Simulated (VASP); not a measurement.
Write the native input for VASP 6.6.1 that does the following.

* Task: single point
* Functional: r2SCAN
* Potentials or basis: VASP PAW PBE potentials, release 64 (Ag, Nb_sv)
* Cutoff: 520 eV
* k mesh: 5 × 5 × 5
* Occupations: fermi-dirac, width 0.1 eV
* Spin: no spin polarisation
* Hubbard terms: Nb d U = 2.89 eV
* Dipole correction: no
* Further INCAR settings: ALGO = Normal; EDIFF = 1e-06; NBANDS = 31

Crystal: NbAg3.

```
Ag Nb
1.0
     0.00000    4.21964    0.00000
     4.21964    0.00000    0.00000
     2.10982    2.10982   -3.94870
Ag Nb
3 1
Cartesian
  2.1098 4.2196 -1.9744
  4.2196 2.1098 -1.9744
  2.1098 2.1098 0.0000
  0.0000 0.0000 0.0000
```

The cell was built by a generator and needn't be a form met in nature.

These files were run (other wordings do the same):

POSCAR

```
NbAg3
1.0
    0.0000000000      4.2196429614      0.0000000000
    4.2196429614      0.0000000000      0.0000000000
    2.1098214807      2.1098214807     -3.9487045773
Ag Nb
3 1
Direct
    0.7500000000      0.2500000000      0.5000000000
    0.2500000000      0.7500000000      0.5000000000
    0.5000000000      0.5000000000      0.0000000000
    0.0000000000      0.0000000000      0.0000000000
```

INCAR.step1

```
PREC     = Accurate       # precision mode
ENCUT    = 520            # plane-wave cutoff, eV
ISMEAR   = -1             # smearing method
SIGMA    = 0.1            # smearing width, eV
LREAL    = F              # projectors in reciprocal space
LASPH    = T              # aspherical terms in the spheres
NELM     = 150            # most SCF steps
LMAXMIX  = 4              # l up to which the mixer works
LDAU     = T              # DFT+U
LDAUTYPE = 2            
LDAUL    = -1 2           # shell
LDAUU    = 0 2.89         # U, eV
LDAUJ    = 0 0          
NBANDS   = 31             # bands
GGA      = PE             # functional
ALGO     = Normal         # electronic algorithm
EDIFF    = 1E-4           # SCF threshold, eV
LWAVE    = T              # write WAVECAR
LCHARG   = F              # write CHGCAR
```

INCAR.step2

```
PREC     = Accurate       # precision mode
ENCUT    = 520            # plane-wave cutoff, eV
EDIFF    = 1E-6           # SCF threshold, eV
ISMEAR   = -1             # smearing method
SIGMA    = 0.1            # smearing width, eV
LREAL    = F              # projectors in reciprocal space
LASPH    = T              # aspherical terms in the spheres
NELM     = 150            # most SCF steps
ALGO     = Normal         # electronic algorithm
ISIF     = 2              # what is computed and relaxed
LWAVE    = F              # write WAVECAR
LCHARG   = F              # write CHGCAR
LMAXMIX  = 4              # l up to which the mixer works
LDAU     = T              # DFT+U
LDAUTYPE = 2            
LDAUL    = -1 2           # shell
LDAUU    = 0 2.89         # U, eV
LDAUJ    = 0 0          
LDAUPRINT= 1            
METAGGA  = R2SCAN         # meta-GGA
LMIXTAU  = T            
NBANDS   = 31             # bands
ISTART   = 1
```

KPOINTS

```
regular mesh
0
Gamma
  5 5 5
```

Potentials or basis: VASP PAW PBE potentials, release 64 (Ag, Nb_sv).

Launch:

```sh
$ cat potpaw_PBE.64/Ag/POTCAR potpaw_PBE.64/Nb_sv/POTCAR > POTCAR
$ cp INCAR.step1 INCAR
$ mpirun -np 1 vasp_std > vasp.out
$ cp INCAR.step2 INCAR
$ mpirun -np 1 vasp_std > vasp.out
```

Results of the run:

```
Pressure               : -0.9 GPa
Band gap on the k mesh : none (metal or under the smearing width)
```

Caveat: the PAW data sets were made with another functional, which shifts forces and pressure a little; U without spin polarisation on a metal has little footing; the U is typed as a test and isn't derived for this compound.

Wall time 4.2 min on 1 thread of AMD EPYC 7R43 64-Core Processor (Zen 3) (shared host), peak memory 0.18 GiB.
